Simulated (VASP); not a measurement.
Level of theory: PBEsol GGA, VASP's PBE PAW potentials (set 64) (plane waves; VASP).

VASP input:

### INCAR
```
! general
SYSTEM   =  Al2Au2
PREC     =  Accurate
ENCUT    =  400
LREAL    =  F
LASPH    =  T

! electronic loop
EDIFF    =  1E-6
NELM     =  100
ALGO     =  Normal
LMAXMIX  =  6

! smearing
ISMEAR   =  1
SIGMA    =  0.1

! functional
GGA      =  PS

! ions
IBRION   =  2
NSW      =  60
ISIF     =  3
EDIFFG   =  -0.01

! output
LWAVE    =  F
LCHARG   =  F
```

KPOINTS:
```
kpoints
0
Gamma
7 7 14
0 0 0
```

File POSCAR:
```
Al2Au2
1
    0.0000000000     4.0650000000     4.0650000000
    4.0650000000     0.0000000000     4.0650000000
    2.0325000000     2.0325000000     0.0000000000
Au Al
2 2
Direct
  0.0000000000   0.0000000000   0.0000000000
  0.0000000000   0.5000000000   0.0000000000
  0.5000000000   0.0000000000   0.0000000000
  0.5000000000   0.5000000000   0.0000000000
```

POTCAR, in this order: Au Al (PBE.64 set). Program: vasp_std.

Output

File OSZICAR:
```
...
DAV:   7    -0.169837032665E+02   -0.13932E-05   -0.26427E-05  7630   0.427E-02    0.681E-03
DAV:   8    -0.169837033217E+02   -0.55164E-07   -0.16418E-06  5002   0.107E-02
   2 F= -.16983703E+02 E0= -.16984486E+02  d E =-.216343E+00
       N       E                     dE             d eps       ncg     rms          rms(c)
DAV:   1    -0.175067687078E+02   -0.52307E+00   -0.10316E+01  7442   0.269E+01    0.408E+00
DAV:   2    -0.170614089144E+02    0.44536E+00   -0.22221E+00  7510   0.131E+01    0.170E+00
DAV:   3    -0.170402138667E+02    0.21195E-01   -0.58320E-02  7442   0.208E+00    0.829E-01
DAV:   4    -0.170307393072E+02    0.94746E-02   -0.20209E-02  7564   0.102E+00    0.136E-01
DAV:   5    -0.170305583042E+02    0.18100E-03   -0.20030E-03  7730   0.389E-01    0.103E-01
DAV:   6    -0.170305803805E+02   -0.22076E-04   -0.73774E-05  7644   0.725E-02    0.127E-02
DAV:   7    -0.170305803015E+02    0.79004E-07   -0.19513E-06  5838   0.116E-02
   3 F= -.17030580E+02 E0= -.17031435E+02  d E =-.263220E+00
       N       E                     dE             d eps       ncg     rms          rms(c)
DAV:   1    -0.172235490869E+02   -0.19297E+00   -0.59569E+00  7456   0.182E+01    0.174E+00
DAV:   2    -0.171310029773E+02    0.92546E-01   -0.14367E-01  7732   0.279E+00    0.785E-01
DAV:   3    -0.171059089156E+02    0.25094E-01   -0.41991E-02  7862   0.155E+00    0.290E-01
DAV:   4    -0.171042239342E+02    0.16850E-02   -0.45062E-03  7958   0.476E-01    0.158E-01
DAV:   5    -0.171041646048E+02    0.59329E-04   -0.36506E-04  7486   0.132E-01    0.403E-02
DAV:   6    -0.171041630856E+02    0.15192E-05   -0.29699E-05  7898   0.453E-02    0.132E-02
DAV:   7    -0.171041623914E+02    0.69419E-06   -0.30451E-06  6652   0.148E-02
   4 F= -.17104162E+02 E0= -.17104734E+02  d E =-.735821E-01
       N       E                     dE             d eps       ncg     rms          rms(c)
DAV:   1    -0.174593712588E+02   -0.35521E+00   -0.15887E+01  7452   0.297E+01    0.266E+00
DAV:   2    -0.172317500448E+02    0.22762E+00   -0.36162E-01  7754   0.438E+00    0.123E+00
DAV:   3    -0.171694689743E+02    0.62281E-01   -0.10709E-01  7920   0.249E+00    0.478E-01
DAV:   4    -0.171649525221E+02    0.45165E-02   -0.12624E-02  7936   0.794E-01    0.270E-01
DAV:   5    -0.171647967498E+02    0.15577E-03   -0.10564E-03  7508   0.226E-01    0.674E-02
DAV:   6    -0.171647898497E+02    0.69002E-05   -0.92328E-05  7890   0.822E-02    0.214E-02
DAV:   7    -0.171647881210E+02    0.17287E-05   -0.62571E-06  7542   0.221E-02    0.574E-03
DAV:   8    -0.171647880398E+02    0.81198E-07   -0.23788E-07  3788   0.349E-03
   5 F= -.17164788E+02 E0= -.17164664E+02  d E =-.134208E+00
       N       E                     dE             d eps       ncg     rms          rms(c)
DAV:   1    -0.181973904936E+02   -0.10326E+01   -0.64675E+01  7462   0.604E+01    0.517E+00
DAV:   2    -0.173162033045E+02    0.88119E+00   -0.13818E+00  7796   0.840E+00    0.252E+00
DAV:   3    -0.170420743255E+02    0.27413E+00   -0.55817E-01  7824   0.537E+00    0.876E-01
DAV:   4    -0.170333511557E+02    0.87232E-02   -0.41406E-02  8038   0.140E+00    0.570E-01
DAV:   5    -0.170327100605E+02    0.64110E-03   -0.29625E-03  7544   0.371E-01    0.106E-01
DAV:   6    -0.170326678558E+02    0.42205E-04   -0.25924E-04  7738   0.135E-01    0.342E-02
DAV:   7    -0.170326654932E+02    0.23626E-05   -0.14270E-05  7788   0.316E-02    0.156E-02
DAV:   8    -0.170326650039E+02    0.48936E-06   -0.83148E-07  4022   0.840E-03
   6 F= -.17032665E+02 E0= -.17032824E+02  d E =-.208470E-02
       N       E                     dE             d eps       ncg     rms          rms(c)
DAV:   1    -0.179493689421E+02   -0.91670E+00   -0.37246E+01  7412   0.456E+01    0.437E+00
DAV:   2    -0.173278554987E+02    0.62151E+00   -0.11550E+00  7676   0.823E+00    0.187E+00
DAV:   3    -0.171806177371E+02    0.14724E+00   -0.25883E-01  7998   0.355E+00    0.688E-01
DAV:   4    -0.171666840143E+02    0.13934E-01   -0.37258E-02  8074   0.140E+00    0.360E-01
DAV:   5    -0.171664797678E+02    0.20425E-03   -0.24387E-03  7534   0.375E-01    0.106E-01
DAV:   6    -0.171664544261E+02    0.25342E-04   -0.37591E-04  7644   0.168E-01    0.368E-02
DAV:   7    -0.171664493075E+02    0.51186E-05   -0.28823E-05  7562   0.458E-02    0.843E-03
DAV:   8    -0.171664494566E+02   -0.14905E-06   -0.14976E-06  4834   0.877E-03
   7 F= -.17166449E+02 E0= -.17166567E+02  d E =-.135869E+00
       N       E                     dE             d eps       ncg     rms          rms(c)
DAV:   1    -0.179370893172E+02   -0.77064E+00   -0.13032E+01  7328   0.331E+01    0.522E+00
DAV:   2    -0.173045606677E+02    0.63253E+00   -0.24806E+00  7328   0.150E+01    0.249E+00
DAV:   3    -0.172859101095E+02    0.18651E-01   -0.66697E-02  7556   0.174E+00    0.172E+00
DAV:   4    -0.172784287435E+02    0.74814E-02   -0.34045E-02  7630   0.100E+00    0.227E-01
DAV:   5    -0.172782040071E+02    0.22474E-03   -0.51143E-03  7420   0.595E-01    0.144E-01
DAV:   6    -0.172780907103E+02    0.11330E-03   -0.74628E-04  7638   0.255E-01    0.353E-02
DAV:   7    -0.172780921579E+02   -0.14476E-05   -0.19233E-05  8206   0.408E-02    0.107E-02
DAV:   8    -0.172780920127E+02    0.14527E-06   -0.90492E-07  3988   0.690E-03
   8 F= -.17278092E+02 E0= -.17278164E+02  d E =-.111643E+00
       N       E                     dE             d eps       ncg     rms          rms(c)
DAV:   1    -0.174741684599E+02   -0.19608E+00   -0.35142E+00  7304   0.171E+01    0.272E+00
DAV:   2    -0.172979189176E+02    0.17625E+00   -0.73204E-01  7318   0.805E+00    0.118E+00
DAV:   3    -0.172929733120E+02    0.49456E-02   -0.17464E-02  7550   0.892E-01    0.789E-01
DAV:   4    -0.172910211584E+02    0.19522E-02   -0.88343E-03  7614   0.504E-01    0.123E-01
DAV:   5    -0.172909929790E+02    0.28179E-04   -0.11663E-03  7430   0.274E-01    0.786E-02
DAV:   6    -0.172909681208E+02    0.24858E-04   -0.17939E-04  7672   0.124E-01    0.112E-02
DAV:   7    -0.172909678033E+02    0.31752E-06   -0.46069E-06  7618   0.202E-02
   9 F= -.17290968E+02 E0= -.17290703E+02  d E =-.124518E+00
       N       E                     dE             d eps       ncg     rms          rms(c)
DAV:   1    -0.172915719000E+02   -0.60378E-03   -0.11732E-02  7312   0.983E-01    0.154E-01
DAV:   2    -0.172909700283E+02    0.60187E-03   -0.26096E-03  7326   0.474E-01    0.616E-02
DAV:   3    -0.172909530388E+02    0.16989E-04   -0.60344E-05  7532   0.535E-02    0.392E-02
DAV:   4    -0.172909481706E+02    0.48682E-05   -0.28973E-05  7626   0.288E-02    0.760E-03
DAV:   5    -0.172909485006E+02   -0.32993E-06   -0.32986E-06  6866   0.143E-02
  10 F= -.17290949E+02 E0= -.17290702E+02  d E =-.124499E+00
       N       E                     dE             d eps       ncg     rms          rms(c)
DAV:   1    -0.172911582386E+02   -0.21007E-03   -0.62301E-03  7416   0.587E-01    0.499E-02
DAV:   2    -0.172910679571E+02    0.90281E-04   -0.12781E-04  7754   0.827E-02    0.247E-02
DAV:   3    -0.172910402900E+02    0.27667E-04   -0.57130E-05  7894   0.538E-02    0.812E-03
DAV:   4    -0.172910396064E+02    0.68367E-06   -0.35945E-06  6748   0.130E-02
  11 F= -.17291040E+02 E0= -.17290817E+02  d E =-.911058E-04
       N       E                     dE             d eps       ncg     rms          rms(c)
DAV:   1    -0.172922197014E+02   -0.11794E-02   -0.56029E-02  7404   0.176E+00    0.151E-01
DAV:   2    -0.172913976246E+02    0.82208E-03   -0.11625E-03  7740   0.250E-01    0.748E-02
DAV:   3    -0.172911472157E+02    0.25041E-03   -0.51854E-04  7894   0.162E-01    0.246E-02
DAV:   4    -0.172911407032E+02    0.65126E-05   -0.33165E-05  8070   0.392E-02    0.161E-02
DAV:   5    -0.172911404262E+02    0.27698E-06   -0.20250E-06  5056   0.967E-03
  12 F= -.17291140E+02 E0= -.17290981E+02  d E =-.191926E-03
```

OUTCAR:
```
------------------------ aborting loop because EDIFF is reached ----------------------------------------
  FORCE on cell =-STRESS in cart. coord.  units (eV):
  Direction    XX          YY          ZZ          XY          YZ          ZX
  --------------------------------------------------------------------------------------
  Total        0.0116816      0.0116816      0.0116973     -0.0008342      0.0008578     -0.0008578
  in kB        0.2830836      0.2830836      0.2834648     -0.0202147      0.0207872     -0.0207874
  external PRESSURE =       0.2832107 kB  Pullay stress =       0.0000000 kB
  volume of cell :       66.11
      direct lattice vectors                 reciprocal lattice vectors
     0.568047713  3.780429063  3.780428621    -0.143003976  0.143003976  0.143004074
     4.348479180 -0.000002404  4.348478621     0.124323096 -0.124323096  0.105642305
     2.174238388  2.174238388 -0.000000000     0.248646464  0.211284703 -0.248646379
 POSITION                                       TOTAL-FORCE (eV/Angst)
 -----------------------------------------------------------------------------------
      0.00000      0.00000      0.00000        -0.000000     -0.000000      0.000000
      2.17424     -0.00000      2.17424         0.000000      0.000000      0.000000
      2.45826      4.06445      1.89021         0.000000     -0.000000      0.000000
      2.45826      1.89021      4.06445         0.000000     -0.000000     -0.000000
 -----------------------------------------------------------------------------------
    total drift:                               -0.000000     -0.000000     -0.000000
  FREE ENERGIE OF THE ION-ELECTRON SYSTEM (eV)
  ---------------------------------------------------
  free  energy   TOTEN  =       -17.2911404262 eV

  energy  without entropy=      -17.2906621616  energy(sigma->0) =      -17.29098100

 reached required accuracy - stopping structural energy minimisation
```
(Selected blocks of OUTCAR.)

**CONTCAR**
```
Al2Au2
   1.00000000000000
     0.5680477125012471    3.7804290634238127    3.7804286212741269
     4.3484791800880274   -0.0000024041629672    4.3484786211273114
     2.1742383879625300    2.1742383879625300   -0.0000000000000000
  Au              Al
     2     2
Direct
     0.0000000000000000    0.0000000000000000    0.0000000000000000
     0.0000000000000000    0.5000000000000000    0.0000000000000000
     0.5000000000000000    0.0000000000000000    1.0000000000000000
     0.5000000000000000    0.5000000000000000    0.0000000000000000
```

The structure was generated: Al2Au2 was put into an ordered model structure (R-3m), which need not be its known phase. This run relaxes it. Symmetry was kept, so distortions that lower it aren't found.
